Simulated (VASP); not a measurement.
```
CELL_PARAMETERS angstrom
     -2.56087     2.56087     2.56087
      2.56087    -2.56087     2.56087
      2.56087     2.56087    -2.56087
ATOMIC_POSITIONS crystal
  Ge 0.00000 0.00000 0.00000
  F  0.00000 0.61706 0.00000
  F  0.38294 0.38294 0.38294
  F  0.61706 0.00000 0.00000
  F  0.00000 0.00000 0.61706
```

Level of theory: LDA (Ceperley-Alder, Perdew-Zunger), VASP's LDA PAW potentials (set 64) (plane waves; VASP). Settings: 520 eV cut-off, 7×7×7 Γ-centred mesh, tetrahedra with Blöchl corrections, potentials Ge_d F.

Q: The job: GeF₄ (space group I-43m), 5 atoms, LDA, static run, 520 eV, 7×7×7 Γ-centred mesh. Roughly how much core time does it take on a busy server core?

A: About 70 core-seconds (one run on a shared machine, a rough figure). It had 20 irreducible k-points, 25 bands, up to 1865 plane waves and 14 electronic steps.

The structure comes from a computed database's GeF4 entry (I-43m); how it stands against other phases isn't given here. It was relaxed first, which changed the volume by -10 %.
